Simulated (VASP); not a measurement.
# Which native defect does DyMg3 form most easily?, part 3 of 7

Aim: formation energies of the vacancies and antisites of DyMg3, in the two limits of its composition. The start is a cell from a database of measured crystal structures.

VASP 6.6.1, plane waves and PAW; the level of theory is named at each step.

Still holding for the runs below: The k-mesh is coarse for a metal.

So far. Step 2 (The host at zero pressure): The run ended after 2 ionic steps, 0.002 eV below its first step, once forces and stress met EDIFFG = -0.02. Step 3 (The supercell without the defect): The host is treated as a metal, as its relaxation found a gap under 0.3 eV or none, and only the neutral defect is run.

### 4. Reference Dy

This step: PBEsol, 4f electrons in the core; plane waves and PAW (Dy_3) (VASP 6.6.1).

System of this step: Dy. The structure is hexagonal, space group P6_3/mmc (No. 194). The conventional cell has a = 3.590 Å, b = 3.590 Å, c = 5.647 Å, α = 90.00°, β = 90.00°, γ = 120.00°. Dy has 12 Dy at 3.50 to 3.59 Å nearest.

The reference for Dy is its crystal, relaxed at the cutoff of the large cell.

INCAR reads:

```
SYSTEM = Dy
PREC = Normal
ENCUT = 300
EDIFF = 1E-05
NELM = 120
ISMEAR = 1
SIGMA = 0.1
LREAL = Auto
ALGO = Fast
GGA = PS
NBANDS = 15
LORBIT = 11
LWAVE = .FALSE.
LCHARG = .FALSE.
KPAR = 8
IBRION = 2
NSW = 25
ISIF = 3
EDIFFG = -0.02
POTIM = 0.4
```

POSCAR reads:

```
Dy
1.0
    3.5900000000      0.0000000000      0.0000000000
   -1.7950000000      3.1090311996      0.0000000000
    0.0000000000      0.0000000000      5.6470700000
Dy
2
Direct
    0.0000000000      0.0000000000      0.0000000000
    0.3333333333      0.6666666667      0.5000000000
```

KPOINTS reads:

```
Automatic mesh
0
Gamma
9 9 5
0 0 0
```

PAW data sets: Dy_3 (PBE family, release 64).

Started as:

```bash
mpirun -np 8 vasp_std
```

The program printed:

```text
[banner, memory and clock lines left out]
running    8 mpi-ranks, on    1 nodes
 distrk:  each k-point on    1 cores,    8 groups
 distr:  one band on    1 cores,    1 groups

 POSCAR found type information on POSCAR Dy
 POSCAR found :  1 types and       2 ions
 [... a notice as in an earlier step ...]

|                                                                             |
|               ----> ADVICE to this user running VASP <----                  |
|                                                                             |
|     You have a (more or less) 'small supercell' and for smaller cells       |
|     it is recommended to use the reciprocal-space projection scheme!        |
|     The real-space optimization is not efficient for small cells and it     |
|     is also less accurate ...                                               |
|     Therefore, set LREAL=.FALSE. in the INCAR file.                         |
|                                                                             |

 [... a notice as in an earlier step ...]

 LDA part: xc-table for (Slater+PW92), standard interpolation
 POSCAR, INCAR and KPOINTS ok, starting setup
 FFT: planning ... GRIDC
 FFT: planning ... GRID_SOFT
 FFT: planning ... GRID
 WAVECAR not read
 entering main loop
       N       E                     dE             d eps       ncg     rms          rms(c)
DAV:   1     0.356365374247E+02    0.35637E+02   -0.66282E+03  1208   0.717E+02
DAV:   2    -0.804525041027E+01   -0.43682E+02   -0.42358E+02  1213   0.214E+02
DAV:   3    -0.987117290498E+01   -0.18259E+01   -0.16951E+01  1558   0.281E+01
DAV:   4    -0.991393538045E+01   -0.42762E-01   -0.42709E-01  1230   0.514E+00
DAV:   5    -0.991564159448E+01   -0.17062E-02   -0.17059E-02  1772   0.749E-01    0.236E+01
RMM:   6    -0.990609564866E+01    0.95459E-02   -0.19424E-02  1080   0.115E+00    0.141E+01
RMM:   7    -0.991095289100E+01   -0.48572E-02   -0.73323E-02  1222   0.173E+00    0.267E-01
RMM:   8    -0.991064082318E+01    0.31207E-03   -0.43244E-03  1203   0.596E-01    0.118E-01
RMM:   9    -0.991045440277E+01    0.18642E-03   -0.62821E-04  1128   0.224E-01    0.507E-02
RMM:  10    -0.991045914107E+01   -0.47383E-05   -0.15600E-04  1172   0.102E-01    0.331E-02
RMM:  11    -0.991046074934E+01   -0.16083E-05   -0.22240E-05   826   0.438E-02
   1 F= -.99104607E+01 E0= -.99115495E+01  d E =-.991046E+01
 curvature:   0.00 expect dE= 0.000E+00 dE for cont linesearch  0.000E+00
 trial: gam= 0.00000 g(F)=  0.165E-49 g(S)=  0.417E-01 ort = 0.000E+00 (trialstep = 0.100E+01)
 search vector abs. value=  0.417E-01
 bond charge predicted
       N       E                     dE             d eps       ncg     rms          rms(c)
DAV:   1    -0.100838588115E+02   -0.17340E+00   -0.28650E+00  1080   0.123E+01    0.203E+00
RMM:   2    -0.997731523608E+01    0.10654E+00   -0.20580E-01  1108   0.441E+00    0.102E+00
RMM:   3    -0.993068301645E+01    0.46632E-01   -0.17050E-01  1176   0.272E+00    0.303E-01
RMM:   4    -0.993332307236E+01   -0.26401E-02   -0.28433E-02  1171   0.147E+00    0.105E-01
RMM:   5    -0.993388433576E+01   -0.56126E-03   -0.58179E-03  1304   0.581E-01    0.779E-02
RMM:   6    -0.993404300293E+01   -0.15867E-03   -0.12337E-03  1086   0.343E-01    0.650E-02
RMM:   7    -0.993390816828E+01    0.13483E-03   -0.43125E-04  1099   0.209E-01    0.188E-02
RMM:   8    -0.993392508443E+01   -0.16916E-04   -0.16742E-04  1172   0.963E-02    0.141E-02
RMM:   9    -0.993392047987E+01    0.46046E-05   -0.19357E-05   785   0.408E-02
   2 F= -.99339205E+01 E0= -.99354085E+01  d E =-.234597E-01
[...]
3 F= -.99341174E+01 E0= -.99356209E+01  d E =-.236566E-01
[...]
4 F= -.99341280E+01 E0= -.99356346E+01  d E =-.236672E-01
[...]
5 F= -.99341186E+01 E0= -.99356282E+01  d E =-.236579E-01
[...]
6 F= -.99342140E+01 E0= -.99357664E+01  d E =-.953725E-04
 trial-energy change:   -0.000095  1 .order   -0.000098   -0.000139   -0.000058
 step:   1.7562(harm=  1.7562)  dis= 0.00000  next Energy=    -9.934238 (dE=-0.119E-03)
 bond charge predicted
       N       E                     dE             d eps       ncg     rms          rms(c)
DAV:   1    -0.993432523164E+01   -0.11263E-03   -0.48471E-03  1248   0.463E-01    0.497E-02
RMM:   2    -0.993425442338E+01    0.70808E-04   -0.94258E-05  1140   0.100E-01    0.253E-02
RMM:   3    -0.993422556987E+01    0.28854E-04   -0.47453E-05  1034   0.467E-02    0.135E-02
RMM:   4    -0.993422620992E+01   -0.64005E-06   -0.80380E-06   679   0.249E-02
   7 F= -.99342262E+01 E0= -.99358045E+01  d E =-.107578E-03
 curvature:  -0.90 expect dE=-0.260E-04 dE for cont linesearch -0.532E-06
 trial: gam= 0.07272 g(F)=  0.157E-46 g(S)=  0.288E-04 ort =-0.907E-05 (trialstep = 0.117E+01)
 search vector abs. value=  0.282E-04
 reached required accuracy - stopping structural energy minimisation
```

Elapsed: 9.8 s, on 8 MPI ranks of AMD EPYC 7R43, shared host; peak memory 0.79 GiB; 72 s of CPU time.

Parts of OUTCAR (step 4):

```text
  LATTYP: Found a hexagonal cell.
 ALAT       =     3.5900000000
 C/A-ratio  =     1.5730000000

 Subroutine GETGRP returns: Found 24 space group operations
 (whereof 12 operations were pure point group operations)

The static configuration has the point symmetry D_3h.
 The point group associated with its full space group is D_6h.

 Found     36 irreducible k-points:

   k-points           NKPTS =     36   k-points in BZ     NKDIM =     36   number of bands    NBANDS=     15

   dimension x,y,z NGX =    16 NGY =   16 NGZ =   24
   dimension x,y,z NGXF=    32 NGYF=   32 NGZF=   48

   ENCUT  =  300.0 eV  22.05 Ry    4.70 a.u.   5.07  5.07  7.98*2*pi/ulx,y,z

   NELECT =      18.0000    total number of electrons

 E-fermi :   3.2834

 k-point     1 :       0.0000    0.0000    0.0000
  band No.  band energies     occupation
    ...
      4     -19.4132      2.00000
      5     -19.4132      2.00000
      6     -19.3662      2.00000
      7      -1.9389      2.00000
      8       1.0003      2.00000
      9       4.7716     -0.00000
     10       5.1538     -0.00000
     11       5.1538     -0.00000
     12       5.4786      0.00000
     13       5.8979      0.00000
    ...

 k-point     2 :       0.1111    0.0000    0.0000
  band No.  band energies     occupation
    ...
      4     -19.4848      2.00000
      5     -19.4220      2.00000
      6     -19.3812      2.00000
      7      -1.6224      2.00000
      8       1.3049      2.00000
      9       4.3617     -0.00000
     10       4.5130     -0.00000
     11       5.4574      0.00000
     12       5.5388      0.00000
     13       5.9579      0.00000
    ...

  Total        0.0231559      0.0231559      0.0204641      0.0000000     -0.0000000     -0.0000000
  in kB        0.6225394      0.6225394      0.5501736      0.0000000     -0.0000000     -0.0000000
  external PRESSURE =       0.5984175 kB  Pullay stress =       0.0000000 kB

  energy-cutoff  :      300.00
  volume of cell :       59.59
      direct lattice vectors                 reciprocal lattice vectors
     3.520451951 -0.000000000  0.000000000     0.284054438  0.163998906  0.000000000
    -1.760225975  3.048800822 -0.000000000     0.000000000  0.327997812  0.000000000
    -0.000000000 -0.000000000  5.552352713    -0.000000000  0.000000000  0.180103832

 POSITION                                       TOTAL-FORCE (eV/Angst)
 -----------------------------------------------------------------------------------
     -0.00000     -0.00000      0.00000         0.000000     -0.000000      0.000000
     -0.00000      2.03253      2.77618        -0.000000      0.000000     -0.000000
 -----------------------------------------------------------------------------------
    total drift:                                0.000000     -0.000000     -0.000000

  FREE ENERGIE OF THE ION-ELECTRON SYSTEM (eV)
  ---------------------------------------------------
  free  energy   TOTEN  =        -9.9342262099 eV

  energy  without entropy=       -9.9389610474  energy(sigma->0) =       -9.93580449

 total charge
# of ion       s       p       d       tot
------------------------------------------
    1        0.460   6.392   1.182   8.033
    2        0.460   6.392   1.182   8.033
--------------------------------------------------
tot          0.920  12.784   2.363  16.067

[... 1 part as in an earlier step ...]

[... 7 further parts left out ...]
```

CONTCAR:

```
Dy
   1.00000000000000
     3.5204519507983600   -0.0000000000000000    0.0000000000000000
    -1.7602259753991800    3.0488008222069256   -0.0000000000000000
    -0.0000000000000000   -0.0000000000000000    5.5523527133131996
  Dy
     2
Direct
     0.0000000000000000    0.0000000000000000    0.0000000000000000
     0.3333333332999970    0.6666666667000030    0.5000000000000000
```

The run keeps the 24 symmetry operations of its start, so it cannot find a distortion of lower symmetry.

The steps of the relaxation:

```tsv
step	energy less that of the first step (eV)	largest force (eV/Å)	pressure (GPa)	volume (Å³)
1	0.0000	0.0000	-2.16	63.03
2	-0.0235	0.0000	-0.19	59.98
3	-0.0237	0.0000	-0.02	59.75
4	-0.0237	0.0000	0.00	59.69
5	-0.0237	0.0000	0.04	59.62
6	-0.0238	0.0000	0.05	59.61
7	-0.0238	0.0000	0.06	59.59
```

```tsv
conventional cell, symmetrised	before	after	change
a (Å)	3.590	3.520	-1.9 %
b (Å)	3.590	3.520	-1.9 %
c (Å)	5.647	5.552	-1.7 %
volume (Å³/atom)	31.51	29.80	-5.4 %
```

The relaxed structure:

```xyz
2
Lattice="3.5205 0.0000 0.0000 -1.7602 3.0488 0.0000 0.0000 0.0000 5.5524" Properties=species:S:1:pos:R:3 pbc="T T T"
Dy    0.0000    0.0000    0.0000
Dy    0.0000    2.0325    2.7762
```

Numbers from this step:

```yaml
electronic_cycles: 41
electrons: 18
free_energy_toten: -9.934 eV
energy_at_zero_smearing: -9.936 eV
fermi_energy: 3.283 eV
```

The run ended after 7 ionic steps, 0.024 eV below its first step, once forces and stress met EDIFFG = -0.02.

Energy at zero smearing: -9.93580 eV.

### 5. Reference Mg

This step: PBEsol; plane waves and PAW (Mg) (VASP 6.6.1).

System of this step: Mg. The structure is hexagonal, space group P6_3/mmc (No. 194). Conventional cell: a = 3.210 Å, b = 3.210 Å, c = 5.213 Å, α = 90.00°, β = 90.00°, γ = 120.00°. Mg has 12 Mg at 3.20 to 3.21 Å nearest.

The reference for Mg is its crystal, relaxed at the cutoff of the large cell.

INCAR: that of step 4 with these lines changed.

```diff
@@ -1,2 +1,2 @@
-SYSTEM = Dy
+SYSTEM = Mg
 PREC = Normal
@@ -10,3 +10,3 @@
 GGA = PS
-NBANDS = 15
+NBANDS = 8
 LORBIT = 11
```

POSCAR reads:

```
Mg
1.0
    3.2100000000      0.0000000000      0.0000000000
   -1.6050000000      2.7799415461      0.0000000000
    0.0000000000      0.0000000000      5.2130400000
Mg
2
Direct
    0.0000000000      0.0000000000      0.0000000000
    0.3333333333      0.6666666667      0.5000000000
```

KPOINTS reads:

```
Automatic mesh
0
Gamma
10 10 5
0 0 0
```

Potentials, in the order of the species: Mg (PBE family, release 64).

Started as:

```bash
mpirun -np 8 vasp_std
```

The program printed:

```text
[banner, memory and clock lines left out]
running    8 mpi-ranks, on    1 nodes
 distrk:  each k-point on    1 cores,    8 groups
 distr:  one band on    1 cores,    1 groups

 POSCAR found type information on POSCAR Mg
 POSCAR found :  1 types and       2 ions
 [... a notice as in an earlier step ...]

 [... a notice as in an earlier step ...]

 [... a notice as in an earlier step ...]

 LDA part: xc-table for (Slater+PW92), standard interpolation
 POSCAR, INCAR and KPOINTS ok, starting setup
 FFT: planning ... GRIDC
 FFT: planning ... GRID_SOFT
 FFT: planning ... GRID
 WAVECAR not read
 entering main loop
       N       E                     dE             d eps       ncg     rms          rms(c)
DAV:   1    -0.180820213339E+01   -0.18082E+01   -0.10849E+03   688   0.218E+02
DAV:   2    -0.344135665966E+01   -0.16332E+01   -0.15658E+01   912   0.175E+01
DAV:   3    -0.344923615793E+01   -0.78795E-02   -0.78759E-02   856   0.161E+00
DAV:   4    -0.344925490631E+01   -0.18748E-04   -0.18748E-04  1024   0.694E-02
DAV:   5    -0.344925498706E+01   -0.80754E-07   -0.80692E-07   896   0.314E-03    0.964E-01
RMM:   6    -0.343887543181E+01    0.10380E-01   -0.52547E-04   672   0.159E-01    0.614E-01
RMM:   7    -0.342926009579E+01    0.96153E-02   -0.23639E-03   672   0.318E-01    0.319E-02
RMM:   8    -0.342927405105E+01   -0.13955E-04   -0.90169E-05   672   0.685E-02    0.642E-03
RMM:   9    -0.342927408572E+01   -0.34671E-07   -0.63755E-06   531   0.182E-02
   1 F= -.34292741E+01 E0= -.34285052E+01  d E =-.342927E+01
 curvature:   0.00 expect dE= 0.000E+00 dE for cont linesearch  0.000E+00
 trial: gam= 0.00000 g(F)=  0.368E-44 g(S)=  0.792E-02 ort = 0.000E+00 (trialstep = 0.100E+01)
 search vector abs. value=  0.792E-02
 bond charge predicted
       N       E                     dE             d eps       ncg     rms          rms(c)
DAV:   1    -0.343553031138E+01   -0.62563E-02   -0.16445E-02   888   0.594E-01    0.515E-02
RMM:   2    -0.343548325811E+01    0.47053E-04   -0.75612E-05   633   0.548E-02    0.320E-02
RMM:   3    -0.343544926964E+01    0.33988E-04   -0.99666E-06   523   0.170E-02    0.185E-03
RMM:   4    -0.343544911326E+01    0.15638E-06   -0.54614E-07   373   0.504E-03
   2 F= -.34354491E+01 E0= -.34347421E+01  d E =-.617503E-02
[...]
3 F= -.34378704E+01 E0= -.34375316E+01  d E =-.859635E-02
[...]
4 F= -.34403018E+01 E0= -.34404008E+01  d E =-.243137E-02
[...]
5 F= -.34403020E+01 E0= -.34404006E+01  d E =-.243155E-02
 curvature:  -0.81 expect dE=-0.140E-02 dE for cont linesearch -0.164E-08
 trial: gam= 0.03510 g(F)=  0.106E-45 g(S)=  0.172E-02 ort =-0.318E-05 (trialstep = 0.124E+01)
 search vector abs. value=  0.173E-02
 bond charge predicted
       N       E                     dE             d eps       ncg     rms          rms(c)
DAV:   1    -0.344160950732E+01   -0.13075E-02   -0.54718E-03   864   0.348E-01    0.233E-02
RMM:   2    -0.344159755758E+01    0.11950E-04   -0.21103E-05   536   0.288E-02    0.147E-02
RMM:   3    -0.344158637558E+01    0.11182E-04   -0.17910E-06   372   0.803E-03    0.757E-04
RMM:   4    -0.344158640084E+01   -0.25265E-07   -0.83950E-08   250   0.258E-03
   6 F= -.34415864E+01 E0= -.34416524E+01  d E =-.128441E-02
 trial-energy change:   -0.001284  1 .order   -0.001296   -0.002145   -0.000448
 step:   1.5729(harm=  1.5729)  dis= 0.00000  next Energy=    -3.441657 (dE=-0.136E-02)
 reached required accuracy - stopping structural energy minimisation
```

Wall time 4.2 s (8 MPI ranks); peak memory 0.63 GiB.

From OUTCAR (step 5):

```text
   k-points           NKPTS =     42   k-points in BZ     NKDIM =     42   number of bands    NBANDS=      8

   ENCUT  =  300.0 eV  22.05 Ry    4.70 a.u.   4.53  4.53  7.36*2*pi/ulx,y,z

   NELECT =       4.0000    total number of electrons

 E-fermi :   2.7506

 k-point     1 :       0.0000    0.0000    0.0000
  band No.  band energies     occupation
      1      -4.3165      2.00000
      2       0.8308      2.00000
      3       1.1890      2.00000
      4      14.0997      0.00000
      5      14.0997      0.00000
      6      14.3375      0.00000
      7      14.3375      0.00000
      8      14.3985      0.00000

  Total        0.0381080      0.0381080      0.0354625      0.0000000     -0.0000000     -0.0000000
  in kB        1.3601530      1.3601530      1.2657311      0.0000000     -0.0000000     -0.0000000
  external PRESSURE =       1.3286790 kB  Pullay stress =       0.0000000 kB

 POSITION                                       TOTAL-FORCE (eV/Angst)
 -----------------------------------------------------------------------------------
     -1.56994      2.71921      0.00000        -0.000000     -0.000000      0.000000
     -0.00000      1.81281      2.62878         0.000000      0.000000     -0.000000
 -----------------------------------------------------------------------------------
    total drift:                               -0.000011      0.000006      0.000000

  FREE ENERGIE OF THE ION-ELECTRON SYSTEM (eV)
  ---------------------------------------------------
  free  energy   TOTEN  =        -3.4415864008 eV

  energy  without entropy=       -3.4417843197  energy(sigma->0) =       -3.44165237

[... 3 parts as in an earlier step ...]

[... 13 further parts left out ...]
```

CONTCAR:

```
Mg
   1.00000000000000
     3.1398741801646564    0.0000000000000000   -0.0000000000000000
    -1.5699370900823282    2.7192108046645425    0.0000000000000000
    -0.0000000000000000   -0.0000000000000000    5.2575538827272821
  Mg
     2
Direct
     0.0000000000000000    1.0000000000000000    0.0000000000000000
     0.3333333332999970    0.6666666667000030    0.5000000000000000
```

Relaxation path:

```tsv
step	energy less that of the first step (eV)	largest force (eV/Å)	pressure (GPa)	volume (Å³)
1	0.0000	0.0000	-1.16	46.52
2	-0.0062	0.0000	-0.49	45.61
3	-0.0086	0.0000	0.45	44.52
4	-0.0110	0.0000	0.61	44.35
5	-0.0110	0.0000	0.61	44.35
6	-0.0123	0.0000	0.13	44.89
```

```tsv
conventional cell, symmetrised	before	after	change
a (Å)	3.210	3.140	-2.2 %
b (Å)	3.210	3.140	-2.2 %
c (Å)	5.213	5.258	+0.9 %
volume (Å³/atom)	23.26	22.44	-3.5 %
```

Final coordinates:

```cif
data_structure
_symmetry_space_group_name_H-M 'P 1'
_symmetry_Int_Tables_number 1
_cell_length_a 3.1399
_cell_length_b 3.1399
_cell_length_c 5.2576
_cell_angle_alpha 90.000
_cell_angle_beta 90.000
_cell_angle_gamma 120.000
_cell_volume 44.89
loop_
_atom_site_label
_atom_site_type_symbol
_atom_site_fract_x
_atom_site_fract_y
_atom_site_fract_z
_atom_site_occupancy
Mg1 Mg 0.00000 0.00000 0.00000 1
Mg2 Mg 0.33333 0.66667 0.50000 1
```

This step gave:

```
electronic cycles       : 27
electrons               : 4
free energy (TOTEN)     : -3.442 eV
energy at zero smearing : -3.442 eV
Fermi energy            : 2.751 eV
```

The run ended after 6 ionic steps, 0.012 eV below its first step, once forces and stress met EDIFFG = -0.02.

The edges of the cell as typed change unequally, by -2.2 to +0.9 %. In a metal that hangs on the k mesh, which was not refined here; the energy is less touched by it than the shape.

Energy at zero smearing: -3.44165 eV.

[end of part 3 of 7]

[Lines on the potential files, build, host, timing and source positions are cut from VASP's logs without a mark.]

[Logs are printed without paths, hosts, clocks, repeated set-up lines and the standing remarks that a program may print on its own settings, such as how far it seeks lower states.]

[Hosts, paths, dates, database ids (printed as entryN), source tags and the programs' standing remarks are cut or masked in the printed files.]

[In band tables of VASP the shares of atoms and orbitals are scaled to a sum of 1 inside the atoms' spheres.]

[Runs that stopped without an error message from VASP are left out.]
